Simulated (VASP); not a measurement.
Output of a VASP run:

File OSZICAR:
```
...
DAV:   6    -0.214929751452E+02   -0.37185E-06   -0.43249E-07   714   0.525E-03
   2 F= -.21492975E+02 E0= -.21492819E+02  d E =-.113410E-02
       N       E                     dE             d eps       ncg     rms          rms(c)
DAV:   1    -0.214932650004E+02   -0.29023E-03   -0.19983E-02  1104   0.804E-01    0.103E-01
DAV:   2    -0.214932506092E+02    0.14391E-04   -0.10015E-03  1410   0.237E-01    0.418E-02
DAV:   3    -0.214932086422E+02    0.41967E-04   -0.85099E-05  1346   0.612E-02    0.224E-02
DAV:   4    -0.214932059408E+02    0.27014E-05   -0.35366E-05  1404   0.351E-02    0.640E-03
DAV:   5    -0.214932065749E+02   -0.63412E-06   -0.23948E-06  1002   0.111E-02
   3 F= -.21493207E+02 E0= -.21493052E+02  d E =-.136553E-02
       N       E                     dE             d eps       ncg     rms          rms(c)
DAV:   1    -0.214944239657E+02   -0.12180E-02   -0.32846E-02  1092   0.979E-01    0.115E-01
DAV:   2    -0.214941503396E+02    0.27363E-03   -0.12459E-03  1458   0.250E-01    0.688E-02
DAV:   3    -0.214940057484E+02    0.14459E-03   -0.35274E-04  1248   0.106E-01    0.205E-02
DAV:   4    -0.214940037976E+02    0.19509E-05   -0.24795E-05  1410   0.339E-02    0.129E-02
DAV:   5    -0.214940023351E+02    0.14625E-05   -0.21366E-06   840   0.105E-02    0.608E-03
DAV:   6    -0.214940017868E+02    0.54826E-06   -0.60630E-07   714   0.566E-03
   4 F= -.21494002E+02 E0= -.21493847E+02  d E =-.795212E-03
       N       E                     dE             d eps       ncg     rms          rms(c)
DAV:   1    -0.214964517594E+02   -0.24494E-02   -0.14020E-01  1092   0.203E+00    0.237E-01
DAV:   2    -0.214952769207E+02    0.11748E-02   -0.53277E-03  1458   0.517E-01    0.143E-01
DAV:   3    -0.214946564050E+02    0.62052E-03   -0.15226E-03  1260   0.219E-01    0.427E-02
DAV:   4    -0.214946516179E+02    0.47872E-05   -0.10638E-04  1416   0.703E-02    0.266E-02
DAV:   5    -0.214946486896E+02    0.29283E-05   -0.10466E-05  1302   0.220E-02    0.143E-02
DAV:   6    -0.214946478118E+02    0.87787E-06   -0.17410E-06   786   0.899E-03
   5 F= -.21494648E+02 E0= -.21494536E+02  d E =-.144124E-02
       N       E                     dE             d eps       ncg     rms          rms(c)
DAV:   1    -0.214955103727E+02   -0.86168E-03   -0.47718E-02  1098   0.119E+00    0.110E-01
DAV:   2    -0.214954216827E+02    0.88690E-04   -0.21232E-03  1446   0.328E-01    0.572E-02
DAV:   3    -0.214953122696E+02    0.10941E-03   -0.16795E-04  1308   0.811E-02    0.250E-02
DAV:   4    -0.214953015630E+02    0.10707E-04   -0.33939E-05  1438   0.357E-02    0.165E-02
DAV:   5    -0.214953005861E+02    0.97691E-06   -0.26285E-06   970   0.119E-02
   6 F= -.21495301E+02 E0= -.21495225E+02  d E =-.652774E-03
       N       E                     dE             d eps       ncg     rms          rms(c)
DAV:   1    -0.214960617598E+02   -0.76020E-03   -0.99233E-02  1098   0.172E+00    0.158E-01
DAV:   2    -0.214958862215E+02    0.17554E-03   -0.44203E-03  1464   0.473E-01    0.814E-02
DAV:   3    -0.214956623714E+02    0.22385E-03   -0.34284E-04  1314   0.116E-01    0.360E-02
DAV:   4    -0.214956401657E+02    0.22206E-04   -0.70926E-05  1444   0.514E-02    0.237E-02
DAV:   5    -0.214956391061E+02    0.10597E-05   -0.58275E-06  1260   0.171E-02    0.394E-03
DAV:   6    -0.214956391060E+02    0.12960E-10   -0.78601E-07   696   0.628E-03
   7 F= -.21495639E+02 E0= -.21495606E+02  d E =-.991294E-03
```

File OUTCAR:
```
------------------------ aborting loop because EDIFF is reached ----------------------------------------
  FORCE on cell =-STRESS in cart. coord.  units (eV):
  Direction    XX          YY          ZZ          XY          YZ          ZX
  --------------------------------------------------------------------------------------
  Total        0.0065323      0.0569313     -0.0430427      0.0000000      0.0000000      0.0000000
  in kB        0.1248168      1.0878270     -0.8224473      0.0000000      0.0000000      0.0000000
  external PRESSURE =       0.1300655 kB  Pullay stress =       0.0000000 kB
  volume of cell :       83.85
      direct lattice vectors                 reciprocal lattice vectors
     1.657496622 -5.566793211  0.000000000     0.301659740 -0.089818317  0.000000000
     1.657496622  5.566793211 -0.000000000     0.301659740  0.089818317 -0.000000000
     0.000000000  0.000000000  4.543748067     0.000000000  0.000000000  0.220082625
 POSITION                                       TOTAL-FORCE (eV/Angst)
 -----------------------------------------------------------------------------------
      1.65750      4.50819      4.15199         0.000000      0.008501     -0.006819
      1.65750      1.05860      1.88011         0.000000     -0.008501     -0.006819
      1.65750     -1.05860      2.66363         0.000000      0.008501      0.006819
      1.65750     -4.50819      0.39176         0.000000     -0.008501      0.006819
 -----------------------------------------------------------------------------------
    total drift:                                0.000000     -0.000000      0.000000
  FREE ENERGIE OF THE ION-ELECTRON SYSTEM (eV)
  ---------------------------------------------------
  free  energy   TOTEN  =       -21.4956391060 eV

  energy  without entropy=      -21.4955730835  energy(sigma->0) =      -21.49560609

 reached required accuracy - stopping structural energy minimisation
```
(Selected blocks of OUTCAR.)

File POSCAR:
```
P
1
    1.6684748675    -5.5768721883    -0.0000000000
    1.6684748675     5.5768721883     0.0000000000
    0.0000000000     0.0000000000     4.4514721734
P
4
Direct
  0.0954648751   0.9045351249   0.9169396102
  0.4045351249   0.5954648751   0.4169396102
  0.5954648751   0.4045351249   0.5830603898
  0.9045351249   0.0954648751   0.0830603898
```

### Question
Reconstruct the remaining input files.

### Answer
This is not unique; one that fits is the input of the run itself, PBE GGA, plane waves, VASP's PBE PAW potentials (set 64).

### INCAR
```
EDIFFG  =  -0.02   ! ionic stop
ISIF  =  3   ! ions, shape and volume
NSW  =  60   ! most ionic steps
GGA  =  PE
PREC  =  Accurate
NELM  =  100   ! most electronic steps
LREAL  =  .FALSE.   ! projection in real space or not
IBRION  =  2   ! conjugate gradients
LCHARG  =  .FALSE.
ISMEAR  =  0
ENCUT  =  520
ALGO  =  Normal
EDIFF  =  1E-6   ! SCF stop (eV)
SIGMA  =  0.05   ! width (eV)
LASPH  =  .TRUE.
SYSTEM  =  P
LWAVE  =  .FALSE.
```

### KPOINTS
```
Regular mesh
0
G
  6 6 5
0 0 0
```

POTCAR, in this order: P (PBE.64 set). Program: vasp_std.

Without a dispersion term in the relaxation, distances and binding between the weakly bound layers, chains or molecules are unreliable, and so is what depends on them.

The compound is P in the black structure. This run relaxes it. Symmetry was kept, so distortions that lower it aren't found. The start is the result of an earlier pass.
